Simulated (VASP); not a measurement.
Method: LDA (Ceperley-Alder, Perdew-Zunger), VASP's LDA PAW potentials (set 64) (plane waves; VASP).

VASP ran on this input.

File KPOINTS:
```
Automatic mesh
0
Gamma
 13 13 13
```

INCAR:
```
! general
SYSTEM = Na
PREC   = Accurate
ENCUT  = 520
LREAL  = .False.   ! projection in real space or not
LASPH  = .True.

! electronic loop
EDIFF  = 1E-7   ! SCF stop (eV)
NELM   = 100   ! most electronic steps
ALGO   = Normal   ! blocked Davidson

! smearing
ISMEAR = 1
SIGMA  = 0.1

! ions
ISIF   = 2   ! forces and stress, cell fixed

! output
LWAVE  = .False.
LCHARG = .False.
```

### POSCAR
```
Na
1
   -2.0250011435     2.0250011435     2.0250011435
    2.0250011435    -2.0250011435     2.0250011435
    2.0250011435     2.0250011435    -2.0250011435
Na
1
Direct
  0.0000000000   0.0000000000   0.0000000000
```

POTCAR, in this order: Na_pv (LDA.64 set). Program: vasp_std.

Output of the run:

OSZICAR:
```
       N       E                     dE             d eps       ncg     rms          rms(c)
DAV:   1     0.193631417665E+02    0.19363E+02   -0.39471E+03  1176   0.846E+02
DAV:   2    -0.110297974744E+01   -0.20466E+02   -0.20444E+02  1225   0.136E+02
DAV:   3    -0.145232485716E+01   -0.34935E+00   -0.34935E+00  1533   0.254E+01
DAV:   4    -0.145526306993E+01   -0.29382E-02   -0.29382E-02  1379   0.207E+00
DAV:   5    -0.145530398061E+01   -0.40911E-04   -0.40911E-04  1582   0.219E-01    0.209E-01
DAV:   6    -0.145390088736E+01    0.14031E-02   -0.93498E-04  1379   0.537E-01    0.135E-01
DAV:   7    -0.145310295904E+01    0.79793E-03   -0.13384E-03  1295   0.540E-01    0.220E-02
DAV:   8    -0.145308751086E+01    0.15448E-04   -0.95782E-05  1302   0.221E-01    0.249E-03
DAV:   9    -0.145308778696E+01   -0.27610E-06   -0.40905E-07  1414   0.903E-03    0.108E-03
DAV:  10    -0.145308783894E+01   -0.51982E-07   -0.74749E-08  1239   0.300E-03
   1 F= -.14530878E+01 E0= -.14528645E+01  d E =-.670056E-03
```

### OUTCAR
```
------------------------ aborting loop because EDIFF is reached ----------------------------------------
  FORCE on cell =-STRESS in cart. coord.  units (eV):
  Direction    XX          YY          ZZ          XY          YZ          ZX
  --------------------------------------------------------------------------------------
  Total        0.0012406      0.0012406      0.0012406      0.0000000     -0.0000000      0.0000000
  in kB        0.0598420      0.0598420      0.0598420      0.0000000     -0.0000000      0.0000000
  external PRESSURE =       0.0598420 kB  Pullay stress =       0.0000000 kB
  volume of cell :       33.22
      direct lattice vectors                 reciprocal lattice vectors
    -2.025001143  2.025001143  2.025001143     0.000000000  0.246913441  0.246913441
     2.025001143 -2.025001143  2.025001143     0.246913441  0.000000000  0.246913441
     2.025001143  2.025001143 -2.025001143     0.246913441  0.246913441  0.000000000
 POSITION                                       TOTAL-FORCE (eV/Angst)
 -----------------------------------------------------------------------------------
      0.00000      0.00000      0.00000         0.000000      0.000000      0.000000
 -----------------------------------------------------------------------------------
    total drift:                               -0.000000     -0.000000     -0.000000
  FREE ENERGIE OF THE ION-ELECTRON SYSTEM (eV)
  ---------------------------------------------------
  free  energy   TOTEN  =        -1.4530878389 eV

  energy  without entropy=       -1.4524177825  energy(sigma->0) =       -1.45286449
```
(Selected blocks of OUTCAR.)

The compound is Na in the bcc structure. It was relaxed first, which changed the volume by -14 %.
